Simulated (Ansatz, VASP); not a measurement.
# Cross-check of BaZrO3 between VASP and Ansatz, part 2 of 2

One calculation is typed for both programs; each brings its own data sets and cutoff. How far apart do they land? The cell is taken from a series of VASP runs on this material, whose earlier steps may have relaxed, scaled or displaced it; both programs get it as it stands. Other levels of theory on this material are compared in a session of their own.

VASP 6.6.1 and Ansatz 0.2.0.

So far: The structure; Ansatz: band structure, LDA; VASP: band structure, LDA.

## 3. VASP: band structure, LDA (continued)

Level of this step: LDA; plane waves and PAW (Ba_sv, Zr_sv, O) (VASP).

Numbers of over 12 decimals in the logs are rounded to 6 here.

From OUTCAR (step 3):

```text
ion  position               nearest neighbor table
   1  0.000  0.000  0.000-   3 2.94   4 2.94   5 2.94   4 2.94   5 2.94   3 2.94   5 2.94   5 2.94
                             3 2.94   4 2.94   4 2.94   3 2.94   2 3.60   2 3.60   2 3.60   2 3.60
   2  0.500  0.500  0.500-   3 2.08   4 2.08   5 2.08   3 2.08   4 2.08   5 2.08   1 3.60   1 3.60
                             1 3.60   1 3.60   1 3.60   1 3.60   1 3.60   1 3.60
   3  0.500  0.500  0.000-   2 2.08   2 2.08   1 2.94   1 2.94   1 2.94   1 2.94
   4  0.500  0.000  0.500-   2 2.08   2 2.08   1 2.94   1 2.94   1 2.94   1 2.94
   5  0.000  0.500  0.500-   2 2.08   2 2.08   1 2.94   1 2.94   1 2.94   1 2.94

  LATTYP: Found a simple cubic cell.
 ALAT       =     4.1594782607

 Subroutine GETGRP returns: Found 48 space group operations
 (whereof 48 operations were pure point group operations)

The static configuration has the point symmetry O_h .

 Found     10 irreducible k-points:

   k-points           NKPTS =     10   k-points in BZ     NKDIM =     10   number of bands    NBANDS=     35

   dimension x,y,z NGX =    32 NGY =   32 NGZ =   32
   dimension x,y,z NGXF=    64 NGYF=   64 NGZF=   64

   ENCUT  =  520.0 eV  38.22 Ry    6.18 a.u.   7.73  7.73  7.73*2*pi/ulx,y,z

   NELECT =      40.0000    total number of electrons

 k-points in reciprocal lattice and weights: Automatic mesh
   0.00000000  0.00000000  0.00000000       0.008
   0.20000000  0.00000000  0.00000000       0.048
   0.40000000  0.00000000  0.00000000       0.048
   0.20000000  0.20000000  0.00000000       0.096
   0.40000000  0.20000000  0.00000000       0.192
   0.40000000  0.40000000  0.00000000       0.096
   0.20000000  0.20000000  0.20000000       0.064
   0.40000000  0.20000000  0.20000000       0.192
   0.40000000  0.40000000  0.20000000       0.192
   0.40000000  0.40000000  0.40000000       0.064

 average (electrostatic) potential at core
       1 -32.6729       2 -77.6761       3 -70.3500       4 -70.3500       5 -70.3500

 E-fermi :   4.6528

 k-point     1 :       0.0000    0.0000    0.0000
  band No.  band energies     occupation
    ...
     16       2.6001      2.00000
     17       2.6001      2.00000
     18       3.4481      2.00000
     19       3.4481      2.00000
     20       3.4481      2.00000
     21       6.7527      0.00000
     22       6.7527      0.00000
     23       6.7527      0.00000
     24       8.1795      0.00000
     25       8.1795      0.00000
    ...

 k-point     2 :       0.2000    0.0000    0.0000
  band No.  band energies     occupation
    ...
     16       2.2529      2.00000
     17       2.3058      2.00000
     18       2.5691      2.00000
     19       3.3376      2.00000
     20       3.3376      2.00000
     21       6.8967      0.00000
     22       7.6406      0.00000
     23       7.6406      0.00000
     24       8.8135      0.00000
     25       8.8392      0.00000
    ...

 k-point     3 :       0.4000    0.0000    0.0000
  band No.  band energies     occupation
    ...
     16       1.8920      2.00000
     17       1.8920      2.00000
     18       1.9061      2.00000
     19       3.2378      2.00000
     20       3.2378      2.00000
     21       7.1734      0.00000
     22       9.1402      0.00000
     23       9.1402      0.00000
     24       9.8661      0.00000
     25      10.0873      0.00000
    ...

  Total       -0.0117113     -0.0117113     -0.0117113      0.0000000     -0.0000000     -0.0000000
  in kB       -0.2607353     -0.2607353     -0.2607353      0.0000000     -0.0000000     -0.0000000
  external PRESSURE =      -0.2607353 kB  Pullay stress =       0.0000000 kB

  energy-cutoff  :      520.00
  volume of cell :       71.96
      direct lattice vectors                 reciprocal lattice vectors
     4.159478261  0.000000000  0.000000000     0.240414768  0.000000000  0.000000000
     0.000000000  4.159478261  0.000000000     0.000000000  0.240414768  0.000000000
     0.000000000  0.000000000  4.159478261     0.000000000  0.000000000  0.240414768

 POSITION                                       TOTAL-FORCE (eV/Angst)
 -----------------------------------------------------------------------------------
      0.00000      0.00000      0.00000         0.000000      0.000000      0.000000
      2.07974      2.07974      2.07974         0.000000      0.000000      0.000000
      2.07974      2.07974      0.00000         0.000000      0.000000      0.000000
      2.07974      0.00000      2.07974         0.000000      0.000000      0.000000
      0.00000      2.07974      2.07974         0.000000      0.000000      0.000000
 -----------------------------------------------------------------------------------
    total drift:                                0.000000     -0.000000     -0.000000

  FREE ENERGIE OF THE ION-ELECTRON SYSTEM (eV)
  ---------------------------------------------------
  free  energy   TOTEN  =       -45.7398992419 eV

  energy  without entropy=      -45.7398992418  energy(sigma->0) =      -45.73989924

 total charge
# of ion       s       p       d       tot
------------------------------------------
    1        2.000   5.619   0.290   7.909
    2        2.210   6.098   1.484   9.793
    3        1.551   3.475   0.000   5.027
    4        1.551   3.475   0.000   5.027
    5        1.551   3.475   0.000   5.027
--------------------------------------------------
tot          8.864  22.143   1.774  32.781

[... 3 further parts left out ...]
```

The run ends at a pressure of -0.03 GPa.

## 4. Comparison

Known differences besides the potentials themselves: the two LDA forms differ slightly; the cutoff is 420 eV in Ansatz and 520 eV in VASP; VASP's log shows a relativistic correction to its local exchange, Ansatz's none. Total energies have different zeros and are not compared.

Both answers:

```tsv
quantity	Ansatz	VASP	difference
pressure (GPa)	-1.50	-0.03	-1.47
pressure without Ansatz's Pulay correction (GPa)	-2.19	-0.03	-2.16
gap over the path points (eV)	3.178	3.114	+0.064
```

Levels at points of the path, from each program's valence-band top (eV; 4 filled, then empty):

```tsv
k (reciprocal lattice)	Ansatz	VASP
0.000 0.000 0.000	-1.05 -0.16 -0.16 -0.16 3.18 3.18 3.18	-1.04 -0.19 -0.19 -0.19 3.11 3.11 3.11
0.000 0.100 0.000	-1.13 -0.46 -0.20 -0.20 3.21 3.42 3.42	-1.12 -0.49 -0.23 -0.23 3.15 3.37 3.37
0.000 0.200 0.000	-1.32 -1.04 -0.27 -0.27 3.30 4.05 4.05	-1.33 -1.07 -0.30 -0.30 3.26 4.00 4.00
0.000 0.300 0.000	-1.53 -1.48 -0.34 -0.34 3.42 4.83 4.83	-1.56 -1.51 -0.36 -0.36 3.40 4.80 4.80
0.000 0.433 0.000	-1.76 -1.72 -0.38 -0.38 3.55 5.68 5.68	-1.77 -1.77 -0.41 -0.41 3.56 5.66 5.66
0.000 0.500 0.000	-1.78 -1.74 -0.39 -0.39 3.57 5.82 5.82	-1.80 -1.79 -0.41 -0.41 3.59 5.80 5.80
0.100 0.500 0.000	-1.68 -1.17 -0.66 -0.44 3.79 5.80 5.81	-1.73 -1.19 -0.69 -0.47 3.81 5.77 5.79
0.200 0.500 0.000	-1.46 -1.07 -0.65 -0.55 4.34 5.80 5.86	-1.50 -1.10 -0.68 -0.57 4.36 5.78 5.83
0.333 0.500 0.000	-1.11 -1.03 -0.67 -0.22 5.24 5.80 6.21	-1.15 -1.07 -0.68 -0.24 5.23 5.77 6.16
0.433 0.500 0.000	-0.94 -0.93 -0.70 -0.07 5.71 5.81 6.52	-0.97 -0.96 -0.72 -0.11 5.68 5.77 6.45
```

Among the levels compared at these points, filled levels agree within 50 meV and empty ones within 106 meV. Ansatz's pressure holds a Pulay correction of 0.69 GPa; VASP's holds none.

## 5. Other set-ups

Further runs change the set-up of one program: Ansatz's method, potentials or start, or VASP's data sets, cutoff or form of LDA. The table gives Ansatz less VASP for each quantity, since a change that brings one quantity closer may part another.

```tsv
run	pressure (GPa)	gap over the path points (eV)	pressure without Ansatz's Pulay correction (GPa)
as above	-1.5	0.064	-2.2
cores kept as stored	-1.4	0.065	-2.0
Ansatz's larger PAW set (cutoff 900 eV)	-1.4	0.062	-1.5
norm-conserving potentials (cutoff 1143 eV)	-1.7	0.071
```

## 6. Summary of results

```json
{
 "difference in pressure (band structure, LDA)": "-1.5 GPa",
 "difference in gap over the path points (band structure, LDA)": "0.064 eV"
}
```

In words: The difference in pressure is -1.5 GPa (band structure, LDA), beyond the 1 GPa picked in this series as the mark of a large difference. Band structure, LDA, Ansatz's larger PAW set (cutoff 900 eV): the difference in pressure without Ansatz's Pulay correction goes from -2.2 to -1.5 GPa. 16 further runs of this series are not shown here. How closely two codes agree says nothing of how well the functional describes the real material.

[Lines on the potential files, build, host, timing and source positions are cut from VASP's logs without a mark.]

[Logs are printed without paths, hosts, clocks, repeated set-up lines and the standing remarks that a program may print on its own settings, such as how far it seeks lower states.]

[Hosts, paths, dates, database ids (printed as entryN), source tags and the programs' standing remarks are cut or masked in the printed files.]
